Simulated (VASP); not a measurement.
# Rb2NbF6: single point with LDA

Crystal: Rb2NbF6.

```
Rb Nb F
1.0
     6.07090    0.00000    0.00000
    -3.03545    5.25755    0.00000
     0.00000    0.00000    4.80060
Rb Nb F
2 1 6
Direct
  0.33333 0.66667 0.66900
  0.66667 0.33333 0.33100
  0.00000 0.00000 0.00000
  0.15600 0.84400 0.20200
  0.15600 0.31200 0.20200
  0.68800 0.84400 0.20200
  0.84400 0.15600 0.79800
  0.31200 0.15600 0.79800
  0.84400 0.68800 0.79800
```

```yaml
Program: VASP 6.6.1
Task: single point
Functional: LDA
Potentials_or_basis: VASP PAW LDA potentials, release 64 (Rb_sv, Nb_sv, F)
Cutoff: 520 eV
k_mesh: 4 × 4 × 4
Occupations: gaussian, width 0.05 eV
Spin: collinear spin, twin_end start
Starting_moments: "[0.0, 0.0, 0.45, 0.02, 0.02, 0.02, 0.02, 0.02, 0.02] μB"
Dipole_correction: no
Further_INCAR_settings: ALGO = Normal; EDIFF = 1e-06; NBANDS = 50
```

```json
{"Pressure": "4.1 GPa", "Largest force": "1.928 eV/Å", "Band gap on the k mesh": "none (metal or under the smearing width)", "Net moment": "1.00 μB per cell", "Site moments": "Rb +0.00; Nb +0.72; F +0.02 μB", "Valence electrons inside the program's atomic spheres": "Rb 7.29; Nb 10.62; F 6.09"}
```

Forces on the atoms (eV/Å):
```
Rb   0.000  0.000  0.114
Rb   0.000  0.000 -0.114
Nb   0.000  0.000  0.000
F    1.372 -0.792  1.100
F    0.000  1.584  1.100
F   -1.372 -0.792  1.100
F   -1.372  0.792 -1.100
F    1.372  0.792 -1.100
F    0.000 -1.584 -1.100
```

Stress tensor (GPa, compression positive):
```
4.95 0.00 0.00
0.00 4.95 0.00
0.00 0.00 2.41
```

Levels at points of the mesh, in eV from the Fermi level:
Spin up:
```
           k point  band 34  band 35  band 36  band 37  band 38  band 39  band 40  band 41
(0.00, 0.00, 0.00)    -6.60    -6.60    -6.56    -0.28     0.00     0.00     0.83     4.11
(0.50, 0.00, 0.00)    -6.73    -6.70    -6.62    -0.16     0.08     0.19     2.55     2.79
(0.00, 0.00, 0.50)    -6.65    -6.61    -6.61    -0.10     0.05     0.05     2.61     3.36
(0.50, 0.00, 0.50)    -6.80    -6.70    -6.57    -0.04     0.08     0.16     2.88     3.54
```
Spin down:
```
           k point  band 34  band 35  band 36  band 37  band 38  band 39
(0.00, 0.00, 0.00)    -6.54    -6.54    -6.53     0.33     0.33     0.41
(0.50, 0.00, 0.00)    -6.67    -6.67    -6.57     0.39     0.54     0.70
(0.00, 0.00, 0.50)    -6.63    -6.56    -6.56     0.39     0.39     0.76
(0.50, 0.00, 0.50)    -6.75    -6.65    -6.52     0.35     0.50     0.91
```

Wall time 2.7 min on 1 thread of AMD EPYC 9R45 96-Core Processor (Zen 5) (shared host), peak memory 0.3 GiB.

Caveat: forces of over 1 eV/Å show positions far from the minimum, so gaps and moduli don't describe the material at rest.
